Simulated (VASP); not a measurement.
Wanted: the native input for a VASP 6.6.1 run.

```
Task                   : single point
Functional             : PBE
Dispersion             : D3(BJ)
Potentials or basis    : VASP PAW PBE potentials, release 64 (C)
Cutoff                 : 520 eV
k mesh                 : 24 × 24 × 8
Occupations            : gaussian, width 0.05 eV
Spin                   : no spin polarisation
Dipole correction      : no
Further INCAR settings : ALGO = Normal; EDIFF = 1e-07; NBANDS = 16
```

The structure of C lies in POSCAR:

```
C
1.0
    2.4649404028      0.0000000000      0.0000000000
   -1.2324702014      2.1347010076      0.0000000000
    0.0000000000      0.0000000000      6.7363407533
C
4
Direct
    0.0000000000      0.0000000000      0.2500000000
    0.3333333333      0.6666666667      0.2500000000
    0.0000000000      0.0000000000      0.7500000000
    0.6666666667      0.3333333333      0.7500000000
```

The cell was built by a generator and needn't be a form met in nature.

The input as run:

INCAR

```
PREC     = Accurate       # precision mode
ENCUT    = 520            # plane-wave cutoff, eV
EDIFF    = 1E-7           # SCF threshold, eV
ISMEAR   = 0              # smearing method
SIGMA    = 0.05           # smearing width, eV
LREAL    = False          # projectors in reciprocal space
LASPH    = True           # aspherical terms in the spheres
NELM     = 100            # most SCF steps
ALGO     = Normal         # electronic algorithm
ISIF     = 2              # what is computed and relaxed
LWAVE    = False          # write WAVECAR
LCHARG   = True           # write CHGCAR
GGA      = PE             # functional
IVDW     = 12             # dispersion correction
LELF     = True           # ELF
LVHAR    = True         
NBANDS   = 16             # bands
```

KPOINTS

```
regular mesh
0
Gamma
  24 24 8
```

Potentials or basis: VASP PAW PBE potentials, release 64 (C).

Command:

```console
$ cat potpaw_PBE.64/C/POTCAR > POTCAR
$ mpirun -np 1 vasp_std > vasp.out
```

Results of the run:

The pressure is 0.5 GPa, the band gap on the k mesh is none (metal or under the smearing width) and the dispersion energy per atom is -0.156 eV.

Run time: 3.8 min on 1 thread of AMD EPYC 7571, on a shared host, peak memory 0.21 GiB.
